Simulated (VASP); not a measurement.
Level of theory: r2SCAN+rVV10, VASP's PBE PAW potentials (set 64) (plane waves; VASP).

VASP ran on this input.

### KPOINTS
```
Regular mesh
0
G
  12 12 12
```

**INCAR**
```
# general
SYSTEM   = Cr
PREC     = Accurate
ENCUT    = 520
LREAL    = F
LASPH    = T

# electronic loop
EDIFF    = 1E-7
NELM     = 100
ALGO     = Normal
LMAXMIX  = 4
LMIXTAU  = T

# smearing
ISMEAR   = 1   # Methfessel-Paxton
SIGMA    = 0.1   # width (eV)

# functional
METAGGA  = R2SCAN
LUSE_VDW = T
BPARAM   = 11.95
CPARAM   = 0.0093

# spin
ISPIN    = 2   # spin-polarised
MAGMOM   = 2.7 -2.7

# ions
ISIF     = 2

# output
LWAVE    = F
LCHARG   = F
LORBIT   = 10
```

POSCAR:
```
Cr
1
    2.9230790802     0.0000000000     0.0000000000
    0.0000000000     2.9230790802     0.0000000000
    0.0000000000     0.0000000000     2.9230790802
Cr
2
Direct
  0.0000000000   0.0000000000   0.0000000000
  0.5000000000   0.5000000000   0.5000000000
```

POTCAR, in this order: Cr_pv (PBE.64 set). Program: vasp_std.

The resulting files:

**OSZICAR**
```
       N       E                     dE             d eps       ncg     rms          rms(c)
DAV:   1     0.227907268247E+03    0.22791E+03   -0.14641E+04  5376   0.186E+03
DAV:   2    -0.282269535811E+02   -0.25613E+03   -0.25426E+03  5576   0.518E+02
DAV:   3    -0.369211045863E+02   -0.86942E+01   -0.86018E+01  7208   0.110E+02
DAV:   4    -0.370631196068E+02   -0.14202E+00   -0.14200E+00  7096   0.135E+01
DAV:   5    -0.370662363711E+02   -0.31168E-02   -0.31167E-02  8192   0.129E+00    0.212E+01
DAV:   6    -0.292943058125E+02    0.77719E+01   -0.32204E+01  5872   0.744E+01    0.108E+01
DAV:   7    -0.294509766648E+02   -0.15667E+00   -0.18121E+00  5856   0.173E+01    0.479E+00
DAV:   8    -0.295538830090E+02   -0.10291E+00   -0.24021E-01  9880   0.321E+00    0.340E+00
DAV:   9    -0.295757450771E+02   -0.21862E-01   -0.38444E-02  6416   0.107E+00    0.299E+00
DAV:  10    -0.295901145283E+02   -0.14369E-01   -0.20184E-01  7440   0.340E+00    0.129E+00
DAV:  11    -0.295931752513E+02   -0.30607E-02   -0.89809E-03  6352   0.102E+00    0.614E-01
DAV:  12    -0.295933706889E+02   -0.19544E-03   -0.26821E-03  8128   0.496E-01    0.445E-01
DAV:  13    -0.295932790587E+02    0.91630E-04   -0.20091E-04  7008   0.153E-01    0.249E-01
DAV:  14    -0.295931793046E+02    0.99754E-04   -0.18228E-04  6336   0.142E-01    0.100E-01
DAV:  15    -0.295931564730E+02    0.22832E-04   -0.38778E-05  6600   0.765E-02    0.323E-02
DAV:  16    -0.295931409568E+02    0.15516E-04   -0.43184E-06  8904   0.171E-02    0.731E-03
DAV:  17    -0.295931386547E+02    0.23021E-05   -0.38068E-07  5920   0.487E-03    0.138E-03
DAV:  18    -0.295931388238E+02   -0.16913E-06   -0.32499E-08  2944   0.235E-03    0.146E-03
DAV:  19    -0.295931383774E+02    0.44637E-06   -0.46062E-08  2888   0.187E-03    0.355E-04
DAV:  20    -0.295931383262E+02    0.51276E-07   -0.96481E-09  2768   0.945E-04
   1 F= -.29593138E+02 E0= -.29593138E+02  d E =-.293242E-06  mag=    -0.0000
```

**OUTCAR**
```
------------------------ aborting loop because EDIFF is reached ----------------------------------------
  FORCE on cell =-STRESS in cart. coord.  units (eV):
  Direction    XX          YY          ZZ          XY          YZ          ZX
  --------------------------------------------------------------------------------------
  Total        0.4700671      0.4700671      0.4700671     -0.0000000      0.0000000     -0.0000000
  in kB       30.1542669     30.1542669     30.1542669     -0.0000000      0.0000000     -0.0000000
  external PRESSURE =      30.1542669 kB  Pullay stress =       0.0000000 kB
  volume of cell :       24.98
      direct lattice vectors                 reciprocal lattice vectors
     2.923079080  0.000000000  0.000000000     0.342105011  0.000000000  0.000000000
     0.000000000  2.923079080  0.000000000     0.000000000  0.342105011  0.000000000
     0.000000000  0.000000000  2.923079080     0.000000000  0.000000000  0.342105011
 POSITION                                       TOTAL-FORCE (eV/Angst)
 -----------------------------------------------------------------------------------
      0.00000      0.00000      0.00000         0.000000      0.000000      0.000000
      1.46154      1.46154      1.46154        -0.000000     -0.000000     -0.000000
 -----------------------------------------------------------------------------------
    total drift:                                0.000000      0.000000     -0.000000
  FREE ENERGIE OF THE ION-ELECTRON SYSTEM (eV)
  ---------------------------------------------------
  free  energy   TOTEN  =       -29.5931383262 eV

  energy  without entropy=      -29.5931380329  energy(sigma->0) =      -29.59313823

 total charge

# of ion       s       p       d       tot
------------------------------------------
    1        0.671   6.377   4.097  11.145
    2        0.671   6.377   4.097  11.145
--------------------------------------------------
tot          1.341  12.754   8.194  22.289

 magnetization (x)

# of ion       s       p       d       tot
------------------------------------------
    1        0.086   0.041   2.377   2.504
    2       -0.086  -0.041  -2.377  -2.504
--------------------------------------------------
tot         -0.000   0.000   0.000  -0.000
```
(Selected blocks of OUTCAR.)

The compound is Cr in the bcc, AFM order structure. This cell is one point of a volume scan, at 0.97 of the reference volume.
